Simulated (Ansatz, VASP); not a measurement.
# Al2W (Al-W-Al stack, (100) layers) in two plane-wave programs, part 2 of 2

Wanted: the spread between two codes on one cell, functional and k mesh. The cell is taken from a series of runs on this material, whose earlier steps may have relaxed, scaled, displaced or heated it; both programs get it as it stands.

VASP 6.6.1 and Ansatz 0.2.0.

So far: The starting structure; VASP: zone-centre phonons, PBEsol.

## Step 3: Ansatz: zone-centre phonons, PBEsol

Level of this step: Ansatz beside VASP: Kohn-Sham DFT, plane waves, PBEsol (Ansatz).

Ansatz runs on its PAW soft_1 files.

The same cell, functional, mesh and smearing now go to Ansatz, which takes its cutoff from its data sets.

Contents of input.yaml:

```yaml
crystal:
  lattice:
    - [2.679210703, 0.0, 0.0]
    - [0.0, 2.679210703, 0.0]
    - [0.0, 0.0, 31.762700784]
  atoms:
    - { symbol: Al, position: [0.0, 0.0, 0.1700988322] }
    - { symbol: W, position: [0.5, 0.5, 0.2358324329] }
    - { symbol: Al, position: [0.0, 0.0, 0.3015660336] }
  periodic: [true, true, false]
kpoints:
  mp_grid: { grid: [6, 6, 1] }
hamiltonian:
  xc: pbesol
  pseudopotentials: { kind: paw, azcp: { folder: soft_1 }, xc_functional: pbe }
scf:
  occupations: { method: methfessel_paxton, width: 0.2 }
output:
  eigenvalues: true
phonons:
  method: dfpt
  qmesh: [2, 2, 1]
  temperatures: { t_max: 1000, t_step: 50 }
  qpath:
    path: [[0.0, 0.0, 0.0], [0.0, 0.5, 0.0], [0.5, 0.5, 0.0], [0.0, 0.0, 0.0]]
    npoints: 10
```

Started as:

```console
$ ansatz run input.yaml --threads 4 --pin off --max-ram 12288MiB --backend cpu --events-out ev --progress --plain --runs-dir out
```

Numbers of over 12 decimals in the logs are rounded to 6 here.

The log of the run:

```text
Warning: crystal.symmetry: narrowed to the stabiliser of the run's FFT grids — unitary ops 16 → 8. A phonons.method: dfpt run fills in the rows of the dynamical matrix that it does not solve by its symmetry operations, which is exact only for operations that map its FFT grids onto themselves: filled in by any other, the frequencies could depend on the order in which like atoms are typed, or, by more than the grids' own error, on where the crystal sits among the grids' points. Excluded: 8 operations. The run can therefore solve more perturbations, solve them on more k-points, or both, and cost more. [rest of the remark cut]
Engine: ansatz 0.2.0, aarch64-unknown-linux-gnu
Pseudopotentials: kind: paw
Pseudopotential: Al, paw, valence charge 3, recommended cutoff 420 eV (normal), soft_1/Al.paw.azcp
Pseudopotential: W, paw, valence charge 14, recommended cutoff 420 eV (normal), soft_1/W.paw.azcp
Functional definition: PBEsol
  exchange = pbesol_x
  correlation = pbesol_c
Crystal: 3 atoms, lattice volume = 227.998 Å³
Basis set: ecut = 420 eV, 4471 PW (Γ), exchange–correlation on 36×36×432 points (8 copies of the dense FFT grid, shifted against one another)
Bands: 14, of which v1, the nominal top of the filled ones, is band 10 counted from 1 (9 counted from 0)
Symmetry: 16 space group operations
k-points: 10 of 36 (irreducible under 8 space group operations)
Non-local potential: Al, projectors of the file, l = 0: 2, l = 1: 2, l = 2: 1
Non-local potential: W, projectors of the file, l = 0: 3, l = 1: 2, l = 2: 2, l = 3: 1
PAW form: soft (Blöchl's): semilocal exchange-correlation on the pseudo side does not see the compensation charge
PAW frozen core: Al, regenerated for the run's functional, and the local potential with it (the file was generated under x = pbe(κ = 0.804, μ = 0.219515), c = pbe(β = 0.066725))
PAW frozen core: W, regenerated for the run's functional, and the local potential with it (the file was generated under x = pbe(κ = 0.804, μ = 0.219515), c = pbe(β = 0.066725))
PAW one-centre angular grid: Al, 110 points (default); XC on 64 Gauss nodes
PAW one-centre angular grid: W, 590 points (default); XC on 64 Gauss nodes
Initial density: superposition of atomic densities (neutral atoms: chi_scale 0, normalization atom)
Initial wavefunctions: pseudopotential atomic-orbital guess
Functional: x = pbesol(κ = 0.804, μ = 0.123457), c = pbesol(β = 0.046)
SCF iter   1: F=—  HF=-11306.283053 eV  |F-HF|=—  |Δ(HF+E_count)|=         —  Δρ=2.05e-2  dr2=7.48e0  ethr=3.10e-3  ⟨swp⟩=13.6  Hψ=1515  notcnv=0
preconditioner: auto → LDOS  [metal: Δε(μ)=0.096 eV  Ē_g=6.040 eV  σ=0.200 eV  W_gap=0.39  n_scr=18 (ndim 8)  ℏωp=8.5 eV  f_vac=0.702  D(μ)=3.25/eV (n_scr^D=16)  β→1.0]
SCF iter   2: F=—  HF=-11305.235267 eV  |F-HF|=—  |Δ(HF+E_count)|=    1.05e0  S|Δr|=    0.00e0  Δρ=1.32e-2  dr2=4.65e-1  ethr=3.10e-3  ⟨swp⟩=4.1  Hψ=452  notcnv=0
SCF iter   3: F=—  HF=-11305.155736 eV  |F-HF|=—  |Δ(HF+E_count)|=   7.95e-2  S|Δr|=    0.00e0  Δρ=3.01e-3  dr2=1.58e-1  ethr=2.33e-3  ⟨swp⟩=3.2  Hψ=336  notcnv=0
SCF iter   4: F=—  HF=-11305.143354 eV  |F-HF|=—  |Δ(HF+E_count)|=   1.24e-2  S|Δr|=    0.00e0  Δρ=1.14e-3  dr2=2.19e-2  ethr=7.91e-4  ⟨swp⟩=1.8  Hψ=236  notcnv=0
SCF iter   5: F=—  HF=-11305.142409 eV  |F-HF|=—  |Δ(HF+E_count)|=   9.45e-4  S|Δr|=    0.00e0  Δρ=3.48e-4  dr2=3.68e-4  ethr=1.09e-4  ⟨swp⟩=3.0  Hψ=242  notcnv=0
SCF iter   6: F=—  HF=-11305.142409 eV  |F-HF|=—  |Δ(HF+E_count)|=   2.74e-7  S|Δr|=    0.00e0  Δρ=9.86e-5  dr2=5.26e-5  ethr=1.84e-6  ⟨swp⟩=4.0  Hψ=310  notcnv=0
SCF iter   7: F=—  HF=-11305.142429 eV  |F-HF|=—  |Δ(HF+E_count)|=   2.02e-5  S|Δr|=    0.00e0  Δρ=3.53e-5  dr2=8.81e-6  ethr=2.63e-7  ⟨swp⟩=2.6  Hψ=212  notcnv=0
SCF iter   8: F=—  HF=-11305.142428 eV  |F-HF|=—  |Δ(HF+E_count)|=   1.64e-6  S|Δr|=    0.00e0  Δρ=1.11e-5  dr2=2.76e-7  ethr=4.40e-8  ⟨swp⟩=3.3  Hψ=272  notcnv=0
SCF iter   9: F=—  HF=-11305.142493 eV  |F-HF|=—  |Δ(HF+E_count)|=   6.51e-5  S|Δr|=    0.00e0  Δρ=4.45e-6  dr2=6.94e-8  ethr=1.38e-9  ⟨swp⟩=4.0  Hψ=326  notcnv=0
SCF iter  10: F=—  HF=-11305.142493 eV  |F-HF|=—  |Δ(HF+E_count)|=   3.93e-8  S|Δr|=    0.00e0  Δρ=1.27e-6  dr2=2.76e-9  ethr=3.47e-10  ⟨swp⟩=3.7  Hψ=240  notcnv=0
SCF iter  11: F=—  HF=-11305.142493 eV  |F-HF|=—  |Δ(HF+E_count)|=   2.75e-8  S|Δr|=    0.00e0  Δρ=5.87e-7  dr2=4.07e-10  ethr=1.38e-11  ⟨swp⟩=3.7  Hψ=319  notcnv=0
SCF iter  12: F=—  HF=-11305.142493 eV  |F-HF|=—  |Δ(HF+E_count)|=   5.85e-9  S|Δr|=    0.00e0  Δρ=9.76e-8  dr2=1.85e-11  ethr=2.03e-12  ⟨swp⟩=3.2  Hψ=288  notcnv=0
SCF iter  13: F=-11305.142493 eV  HF=-11305.142493 eV  |F-HF|=5.09e-11  |Δ(HF+E_count)|=   1.60e-9  S|Δr|=    0.00e0  Δρ=1.62e-8  dr2=6.06e-13  ethr=1.00e-12  ⟨swp⟩=14.2  Hψ=1203  notcnv=0
SCF 1 converged in 13 iterations: F = -11305.142493 eV  dr2 = 6.06e-13
  greatest PAW one-centre occupation: 0.999 electrons in one spin orbital (limit 2), on the W atom at site 1 (counted from 0), in its partial waves of l = 0
phonons: the bands overlap, so this run is a metal and interpolates without the dipole-dipole term. If the crystal is really an insulator or semiconductor, its LO-TO splitting is missing
NSCF: frozen V_eff on 10 k-points
NSCF: frozen V_eff on 16 k-points
DFPT response loops at q = (0, 0, 0) (fractional): preconditioner auto → none (partly filled bands, converged f_vac=0.713); β = 0.50; Broyden in place of MSR1
NSCF: frozen V_eff on 32 k-points
DFPT response loops at q = (0, -0.5, 0) (fractional): mixed as the last ones told, above
NSCF: frozen V_eff on 32 k-points
DFPT response loops at q = (-0.5, -0.5, 0) (fractional): mixed as the last ones told, above
SCF converged after 13 iterations
Stability not checked: this state was not tested for a lower state beside it, because cold or Methfessel-Paxton smearing, or corrected tetrahedra, fill the levels in a way that the test cannot read (fill_not_monotonic; see scf.lower_state_search)
Free energy (F): -11305.142493 eV
Harris-Foulkes:  -11305.142493 eV  (|F-HF|=5.09e-11)
Internal energy: -11305.129286 eV  (E = F + TS)
E sigma→0 (E₀):  -11305.139191 eV
Entropy (-TS):   -0.013207 eV (-4.402 meV/atom)
Fermi energy:    -4.911992 eV
--- Per-component energies (eV) ---
  E_band       = -516.706893
  E_kinetic    = 467.828730
  E_local      = -33767.017859  (includes V_loc(G=0)·N_el)
  E_nonlocal   = -1.433594
  E_hartree    = 16621.992912
  E_xc         = -339.528067
  E_vxc        = -288.247749  (∫ρ·V_xc dr)
  E_paw        = -9365.101975  (= ΣΔE_a)
  E_vpaw       = -171.822376  (= ΣTr[D̂ρ^β])
  E_aug_tail   = 0.000149  (compensation charges beyond the density's cutoff)
  E_ewald      = 15077.870283
  E_core_change = 0.260136  (= ΣΔE_core)
  E_smearing   = -0.013207  (= −TS)
  E_closure    = -0.000000  (closes the sum)
  Σ components = -11305.142493   (vs F -11305.142493, Δ=0.00e0)
--- Band table (eV; the first three rows and the last of 10) ---
  k-point 0: bands = [... 6 lower, -10.6271, -8.8276, -6.4561, -6.2642, -3.0801, -3.0801, -0.8680, -0.6537]
  k-point 1: bands = [... 6 lower, -9.9298, -8.1221, -6.5951, -6.0365, -3.8326, -2.8730, -1.7088, -0.3863]
  k-point 2: bands = [... 6 lower, -8.7060, -7.6729, -6.9625, -5.4108, -4.2140, -3.4506, -2.4188, -2.1923]
  k-point 9: bands = [... 6 lower, -8.3305, -5.6119, -4.7947, -4.7947, -2.6332, -1.9131, -1.8136, -1.8136]
--- Phonons (Γ-DFPT): 6 representative perturbations + reference (Σ response iterations 28) ---
  ASR residual: 2.507e-5 → 0.000e0 eV/Å²; symmetrization residual: 6.537e-6 eV/Å²
  The last average, over the group as it would stand without the narrowing to the FFT grids, took up to 6.161e-6 eV/Å² of the zone centre's force constants
  ASR residual per site (eV/Å²): 2.24e-5 2.51e-5 2.27e-5
  Γ frequencies (cm⁻¹): 0.00 0.00 0.00 128.19 128.19 137.42 137.42 170.99 225.89
--- Phonons (arbitrary-q DFPT): 3 irreducible q on the 2×2×1 mesh ---
  q = [0.0000, 0.0000, 0.0000] (star 1, of the zone-centre solve; hermiticity 1.67e-6, symmetrization 3.36e-12, taken by the last average 7.87e-7): -0.00 0.00 0.00 128.19 128.19 137.42 137.42 170.99 225.89
  q = [0.0000, -0.5000, 0.0000] (star 2, 9 solved perturbations on 16 of 36 k-point pairs; hermiticity 2.02e-7, symmetrization 7.40e-10, taken by the last average 2.34e-7): -87.07 52.74 63.44 87.73 156.55 163.29 236.08 331.55 347.49
  q = [-0.5000, -0.5000, 0.0000] (star 1, 6 solved perturbations in 78 linear systems a pass and spin channel, the states on 16 of 36 k-point pairs; hermiticity 3.72e-8, symmetrization 1.61e-9, taken by the last average 2.58e-7): 107.47 182.48 187.43 187.43 209.65 294.63 294.63 337.44 337.44
  sum rule: each row above includes the acoustic sum rule's correction from the zone centre's row sums; it moved no ω² by more than (0.48 cm⁻¹)²
  mesh force constants: q→R imaginary residual 9.64e-18; ASR residual 2.507e-5 → 0.000e0 eV/Å²; symmetrization residual 1.066e-14 eV/Å²
  interpolated dispersion: 31 rows × 9 modes
  density of states and harmonic sums: on the 24×24×1 q-mesh, interpolated from the force constants of a 2×2×1 supercell (no non-analytic term)
  largest difference from the sums on the solved wave vectors: F 7.18e-2 eV, S 1.23e-4 and C_V 5.14e-5 eV/K
  zero-point energy: 0.097619 eV/cell   skipped modes (ω ≤ 0): 63, of them read as no rigid motion or as one in doubt: 60 (6.493e-1 modes/cell left out, lowest -87.07 cm⁻¹)   left out of the sums: 7.27e-2 of the cell's modes: C_V's classical limit lies that fraction below 3 k_B per atom; for a crystal, a wire or a layer, F and S can be off by more, and a phonons.interpolated_qmesh denser along its periods is the remedy for the sampling
```

## Step 4: Side by side

Known differences besides the potentials themselves: Ansatz cuts the interaction across the vacuum, VASP repeats the sheet without a dipole correction; VASP's run holds the zone centre alone; the data sets hold 20 valence electrons in Ansatz (on its PAW soft_1 files) and 12 in VASP; the cutoff is 420 eV in Ansatz and 600 eV in VASP; Ansatz makes its cores anew for this functional, VASP keeps those of its PBE data sets. Total energies have different zeros and are not compared.

Both answers:

```
                  quantity  Ansatz   VASP  difference
optical mode 1 to 2 (cm⁻¹)   128.2  128.9     -0.54 %
optical mode 3 to 4 (cm⁻¹)   137.4  137.5     -0.04 %
     optical mode 5 (cm⁻¹)   171.0  171.8     -0.50 %
     optical mode 6 (cm⁻¹)   225.9  227.6     -0.76 %
```

Modes are paired by rising frequency, not by their patterns, so a pair may set unlike modes beside each other; they are those without the splitting of longitudinal modes. Where the cell holds vacuum, a pressure given here is an average over it and none of the material.

## Step 5: Results

- r.m.s. difference of the optical zone-centre modes, each program's sorted by frequency (zone-centre phonons, PBEsol): 0.88 cm⁻¹
- difference in optical mode 6 (zone-centre phonons, PBEsol): -0.8 %

The r.m.s. difference of the optical zone-centre modes, each program's sorted by frequency is 0.88 cm⁻¹ (zone-centre phonons, PBEsol). The data sets hold unlike numbers of valence electrons (20 in Ansatz and 12 in VASP), so part of the differences may come from the potentials. Among the rows given in per cent, the largest difference of the zone-centre phonons, PBEsol pair is in optical mode 6, -0.8 %. Such differences can come from data sets, numerical settings and the points named under the comparisons, not from the functional's error against experiment.

[Lines on the potential files, build, host, timing and source positions are cut from VASP's logs without a mark.]

[Logs are printed without paths, hosts, clocks, repeated set-up lines and the standing remarks that a program may print on its own settings, such as how far it seeks lower states.]

[Hosts, paths, dates, database ids (printed as entryN), source tags and the programs' standing remarks are cut or masked in the printed files.]
